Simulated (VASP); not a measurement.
Input:

```xyz
3
Lattice="0.0000 2.7730 2.7698 2.7641 0.0000 2.7698 2.7641 2.7730 0.0000" Properties=species:S:1:pos:R:3 pbc="T T T"
Si     1.3821     1.3865     1.3849
Si     4.1462     4.1595     4.1547
Ni     0.0402     0.0000     0.0000
```

Calculation: PBE GGA + U (Dudarev), VASP's PBE PAW potentials (set 64) (plane waves; VASP 6.6.1). Numerical set-up: 400 eV cut-off, 9×9×9 Γ-centred mesh, first-order Methfessel-Paxton smearing of 0.10 eV, potentials Si Ni, U − J: Ni 3.00 eV.

**Question.** Give the force on each atom (eV/Å).

**Answer.** 
```json
[
 {"atom": "Si1", "Fx": "0.137", "Fy": "0.000", "Fz": "0.000"},
 {"atom": "Si2", "Fx": "0.137", "Fy": "0.000", "Fz": "0.000"},
 {"atom": "Ni3", "Fx": "-0.275", "Fy": "0.000", "Fz": "0.000"}
]
```

**Question.** Give the stress tensor in GPa (positive for a compressed cell).

**Answer.** 
```
-8.51   0.00   0.00
 0.00  -8.67   0.00
 0.00   0.00  -8.58
```
The pressure is its mean diagonal, -8.59 GPa.

The compound is NiSi2 in the fluorite structure. The cell was not relaxed at this level, atoms are displaced from their ideal sites. The run is one of a series of settings (LDAU = .TRUE., LDAUJ = 0 0, LDAUL = -1 2, LDAUTYPE = 2, LDAUU = 0 3.0 against the base run), some of them coarse on purpose. The run is not spin-polarised, so no magnetic state was tried.
